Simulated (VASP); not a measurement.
Input:

```yaml
crystal:
  lattice:
    - [2.18277, 1.26022, 3.56935]
    - [-2.18277, 1.26022, 3.56935]
    - [0.00000, -2.52044, 3.56935]
  atoms:
    - { symbol: Pb, position: [0.75169, 0.75169, 0.75169] }
    - { symbol: Se, position: [0.24831, 0.24831, 0.24831] }
```

Level of theory: r2SCAN meta-GGA, VASP's PBE PAW potentials (set 64) (plane waves; VASP). Settings: 400 eV cut-off, 8×8×8 Γ-centred mesh, tetrahedra with Blöchl corrections, potentials Pb_d Se.

Question: The job: PbSe (relaxed from the alpha-GeTe structure, space group R3m), 2 atoms, r2SCAN, static run, 400 eV, 8×8×8 Γ-centred mesh. Roughly how much core time does it take on a busy server core?

Answer: About 3 core-minutes (one run on a shared machine, a rough figure). It had 65 irreducible k-points, 14 bands, up to 1090 plane waves and 21 electronic steps.

The structure was generated: PbSe was put into the alpha-GeTe type (R3m), which need not be its known phase. It was relaxed first.
